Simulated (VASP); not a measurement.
Here is the system:

```xyz
3
Lattice="0.0000 2.7151 2.7151 2.7151 0.0000 2.7151 2.7151 2.7151 0.0000" Properties=species:S:1:pos:R:3 pbc="T T T"
Cd     0.0000     0.0000     0.0000
F      1.3576     1.3576     1.3576
F      4.0727     4.0727     4.0727
```

The numbers are results of optB86b-vdW, VASP's PBE PAW potentials (set 64) (plane waves; VASP), not measurements. Run with 520 eV cut-off, 8×8×8 Γ-centred mesh, tetrahedra with Blöchl corrections, potentials Cd F.

Task: Tabulate the total density of states (states/eV per cell) against energy (eV; zero at the valence-band maximum or, without a gap, the Fermi level).

Result: 
| E (eV) | DOS (states/eV) |
|---|---|
| -9.98 | 0.00 |
| -9.74 | 0.00 |
| -9.38 | 0.00 |
| -9.14 | 0.00 |
| -8.90 | 0.00 |
| -8.54 | 0.00 |
| -8.30 | 0.00 |
| -8.06 | 0.00 |
| -7.82 | 0.00 |
| -7.46 | 0.00 |
| -7.22 | 0.00 |
| -6.98 | 0.00 |
| -6.62 | 0.00 |
| -6.38 | 0.00 |
| -6.14 | 0.00 |
| -5.78 | 0.00 |
| -5.54 | 0.23 |
| -5.30 | 4.26 |
| -5.06 | 9.83 |
| -4.70 | 5.76 |
| -4.46 | 13.8 |
| -4.22 | 2.32 |
| -3.86 | 0.00 |
| -3.62 | 0.00 |
| -3.38 | 1.40 |
| -3.02 | 2.02 |
| -2.78 | 1.45 |
| -2.54 | 2.30 |
| -2.18 | 3.82 |
| -1.94 | 4.38 |
| -1.70 | 3.49 |
| -1.46 | 3.48 |
| -1.10 | 2.31 |
| -0.86 | 1.50 |
| -0.62 | 1.94 |
| -0.26 | 5.97 |
| -0.02 | 0.66 |
| 0.22 | 0.00 |
| 0.58 | 0.00 |
| 0.82 | 0.00 |
| 1.06 | 0.00 |
| 1.42 | 0.00 |
| 1.66 | 0.00 |
| 1.90 | 0.00 |
| 2.14 | 0.00 |
| 2.50 | 0.00 |
| 2.74 | 0.00 |
| 2.98 | 0.00 |
| 3.34 | 0.03 |
| 3.58 | 0.07 |
| 3.82 | 0.08 |
| 4.18 | 0.12 |
| 4.42 | 0.14 |
| 4.66 | 0.17 |
| 4.90 | 0.20 |
| 5.26 | 0.24 |
| 5.50 | 0.28 |
| 5.74 | 0.33 |
| 6.10 | 0.43 |
| 6.34 | 0.49 |
Within 2 eV below the valence-band maximum the largest weight inside VASP's projection spheres is F p.

The compound is CdF2 in the fluorite structure. It was relaxed first.
